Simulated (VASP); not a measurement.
# Be12Al in VASP: a series of runs, part 2 of 2

VASP 6.6.1. The steps go on from the part before.

### 3 Single point, PBEsol

INCAR reads:

```
ALGO = Fast
EDIFF = 1E-6
ENCUT = 520
GGA = PS
ISIF = 2
ISMEAR = 0
LASPH = T
LCHARG = F
LREAL = F
LWAVE = F
NBANDS = 26
NELM = 100
PREC = Accurate
SIGMA = 0.05
```

KPOINTS reads:

```
k-points
0
Gamma
  4 4 1
```

POSCAR reads:

```
Be12Al
1.0
    4.5800000000      0.0000000000      0.0000000000
    2.2900000000      3.9663960000      0.0000000000
    0.0000000000      0.0000000000     14.5884300000
Be Al
12 1
Direct
    0.0000000000      0.0000000000      0.0685474722
    0.5000000000      0.0000000000      0.0685474722
    0.0000000000      0.5000000000      0.0685474722
    0.5000000000      0.5000000000      0.0685474722
   -0.1648596187      0.3317157440      0.1904012289
    0.3303482541      0.3330209591      0.1902535777
   -0.1655842403      0.8337798344      0.1912268147
    0.3319966498      0.8345198008      0.1898198778
   -0.0001232506     -0.0001434552      0.3190470119
    0.4983707945      0.0023557910      0.3118745472
   -0.0013941346      0.5004437278      0.3145371366
    0.4968729945      0.4969090328      0.3083962428
    0.5914753836      0.6687317656      0.4583374633
```

Potentials or basis: VASP PAW PBE potentials, release 64 (Be, Al).

Launch:

```console
> cat potpaw_PBE.64/Be/POTCAR potpaw_PBE.64/Al/POTCAR > POTCAR
> mpirun -np 1 vasp_std > vasp.out
```

OUTCAR:

```text
EDIFF = 1E-6
   ENCUT = 520
   GGA = PS
   ISIF = 2
   ISMEAR = 0
   LASPH = T
   LREAL = F
   NELM = 100
   PREC = Accurate

 ion  position               nearest neighbor table
   1  0.000  0.000  0.069-   8 2.21   5 2.21   7 2.22   3 2.29   3 2.29   4 2.29   4 2.29   2 2.29
                             2 2.29
   2  0.500  0.000  0.069-   8 2.21   6 2.21   7 2.23   4 2.29   3 2.29   4 2.29   3 2.29   1 2.29
                             1 2.29
[... 515 lines left out ...]
 -----------------------------------------------------------------------------
  energy-cutoff  :      520.00
  volume of cell :      265.01
      direct lattice vectors                 reciprocal lattice vectors
     4.580000000  0.000000000  0.000000000     0.218340611 -0.126059022  0.000000000
     2.290000000  3.966396000  0.000000000     0.000000000  0.252118044  0.000000000
     0.000000000  0.000000000 14.588430000     0.000000000  0.000000000  0.068547472

 POSITION                                       TOTAL-FORCE (eV/Angst)
 -----------------------------------------------------------------------------------
      0.00000      0.00000      1.00000        -0.046064      0.002757     -0.034716
      2.29000      0.00000      1.00000         0.037801      0.065279     -0.001281
      1.14500      1.98320      1.00000         0.041615     -0.006106      0.012527
      3.43500      1.98320      1.00000        -0.063198     -0.062650     -0.032703
      4.58457      1.31572      2.77765         0.001690     -0.004583     -0.000761
      2.27561      1.32089      2.77550        -0.000184     -0.002646     -0.008832
      5.73098      3.30710      2.78970         0.001665     -0.001323      0.002364
      3.43159      3.31004      2.76917        -0.005871      0.004536      0.002121
      6.86911      3.96583      4.65439         0.009278     -0.000933      0.009012
      2.28793      0.00934      4.54976        -0.001518      0.003091      0.006125
      5.71963      1.98496      4.58860        -0.001636      0.001459      0.015453
      3.41360      1.97094      4.49902        -0.000502     -0.002606      0.017106
      4.24035      2.65246      6.68642         0.026926      0.003726      0.013586
 -----------------------------------------------------------------------------------
    total drift:                               -0.000019     -0.000010      0.000212

  FREE ENERGIE OF THE ION-ELECTRON SYSTEM (eV)
  ---------------------------------------------------
  free  energy   TOTEN  =       -47.0430952888 eV

  energy  without entropy=      -47.0305558210  energy(sigma->0) =      -47.03682555
```

stdout:

```text
POSCAR found type information on POSCAR BeAl
 POSCAR found :  2 types and      13 ions
 scaLAPACK will be used
 -----------------------------------------------------------------------------
|                                                                             |
|                                                                             |
|     You enforced a specific xc type in the INCAR file but a different       |
|     I HOPE YOU KNOW WHAT YOU ARE DOING!                                     |
|                                                                             |
 -----------------------------------------------------------------------------

 LDA part: xc-table for (Slater+PW92), standard interpolation
 POSCAR, INCAR and KPOINTS ok, starting setup
 FFT: planning ... GRIDC
 FFT: planning ... GRID_SOFT
 FFT: planning ... GRID
 WAVECAR not read
 entering main loop
```

It took 98 s on 1 thread of Intel Xeon Platinum 8259CL at 2.50GHz (Skylake/Cascade Lake), shared host; peak memory 0.36 GiB.

Results:

* Free energy: -47.0431 eV
* Largest force: 0.095 eV/Å
* Band gap on the k mesh: none (metal or under the smearing width)

Forces on the atoms (eV/Å):
```
Be  -0.046  0.003 -0.035
Be   0.038  0.065 -0.001
Be   0.042 -0.006  0.013
Be  -0.063 -0.063 -0.033
Be   0.002 -0.005 -0.001
Be   0.000 -0.003 -0.009
Be   0.002 -0.001  0.002
Be  -0.006  0.005  0.002
Be   0.009 -0.001  0.009
Be  -0.002  0.003  0.006
Be  -0.002  0.001  0.015
Be  -0.001 -0.003  0.017
Al   0.027  0.004  0.014
```

Levels at points of the mesh, in eV from the Fermi level:
| k point | band 11 | band 12 | band 13 | band 14 | band 15 | band 16 | band 17 | band 18 |
| --- | --- | --- | --- | --- | --- | --- | --- | --- |
| (0.00, 0.00, 0.00) | -1.79 | -1.78 | -1.77 | -0.92 | 1.66 | 2.16 | 2.25 | 3.06 |
| (0.50, 0.00, 0.00) | -1.11 | -0.38 | 0.03 | 0.32 | 0.56 | 2.44 | 2.47 | 3.20 |
| (0.50, 0.50, 0.00) | -1.10 | -0.36 | 0.06 | 0.28 | 0.58 | 2.40 | 2.51 | 3.19 |
| (0.00, 0.50, 0.00) | -1.11 | -0.37 | 0.05 | 0.30 | 0.58 | 2.41 | 2.48 | 3.21 |

Caveat: the k mesh is coarse (spacing up to 0.40 Å⁻¹), so the values aren't converged; the PAW data sets were made with another functional, which shifts forces and pressure a little.

### 4 Single point, PBEsol

INCAR reads:

```
ALGO = Fast
EDIFF = 1E-7
ENCUT = 520
GGA = PS
ISIF = 2
ISMEAR = 0
LASPH = True
LCHARG = True
LELF = True
LREAL = False
LVHAR = True
LWAVE = False
NBANDS = 26
NELM = 100
PREC = Accurate
SIGMA = 0.05
```

KPOINTS is that of step 3.

POSCAR reads:

```
Be12Al
1.0
    4.5800000000      0.0000000000      0.0000000000
    2.2900000000      3.9663960000      0.0000000000
    0.0000000000      0.0000000000     14.5884300000
Be Al
12 1
Direct
    0.0000000000      0.0000000000      0.0685474722
    0.5000000000      0.0000000000      0.0685474722
    0.0000000000      0.5000000000      0.0685474722
    0.5000000000      0.5000000000      0.0685474722
   -0.1662657061      0.3319174384      0.1904279624
    0.3336816306      0.3333734201      0.1902535091
   -0.1662607191      0.8339860669      0.1903058108
    0.3316739995      0.8339795119      0.1905124815
   -0.0005097220     -0.0000748791      0.3197967842
    0.4980968554      0.0029608743      0.3111593914
    0.0032748668      0.4981131486      0.3107655176
    0.4985863540      0.4989325322      0.3117424562
    0.6755735310      0.6679738987      0.4569901628
```

Launch:

```console
> cat potpaw_PBE.64/Be/POTCAR potpaw_PBE.64/Al/POTCAR > POTCAR
> mpirun -np 1 vasp_std > vasp.out
```

Wall time 1.9 min (1 thread of Intel Xeon Platinum 8259CL at 2.50GHz (Skylake/Cascade Lake), shared host); peak memory 0.36 GiB.

Results (log left out):

| Property | Result |
| --- | --- |
| Free energy | -47.0477 eV |
| Largest force | 0.059 eV/Å |
| Band gap on the k mesh | none (metal or under the smearing width) |

Forces in eV/Å, atoms in the order of the input:
```
Be   0.004  0.001 -0.055
Be  -0.007  0.057  0.001
Be   0.049 -0.033 -0.001
Be  -0.049 -0.025  0.004
Be   0.000  0.000 -0.002
Be  -0.003  0.000  0.002
Be   0.001  0.001  0.000
Be   0.001 -0.001 -0.003
Be   0.005  0.001  0.010
Be   0.006  0.000  0.011
Be  -0.001  0.004  0.013
Be  -0.003 -0.004  0.006
Al  -0.002  0.000  0.015
```

Levels at points of the mesh, in eV from the Fermi level:
```csv
k point,band 10,band 11,band 12,band 13,band 14,band 15,band 16,band 17,band 18,band 19
"(0.00, 0.00, 0.00)",-2.18,-1.78,-1.78,-1.78,-0.91,1.80,1.87,2.24,3.12,3.14
"(0.50, 0.00, 0.00)",-2.32,-1.10,-0.37,0.03,0.30,0.58,2.43,2.48,3.24,3.26
"(0.50, 0.50, 0.00)",-2.32,-1.10,-0.37,0.02,0.30,0.58,2.44,2.48,3.24,3.26
"(0.00, 0.50, 0.00)",-2.32,-1.10,-0.37,0.03,0.30,0.58,2.43,2.48,3.24,3.26
```

Caveat: the k mesh is coarse (spacing up to 0.40 Å⁻¹), so the values aren't converged; the PAW data sets were made with another functional, which shifts forces and pressure a little.
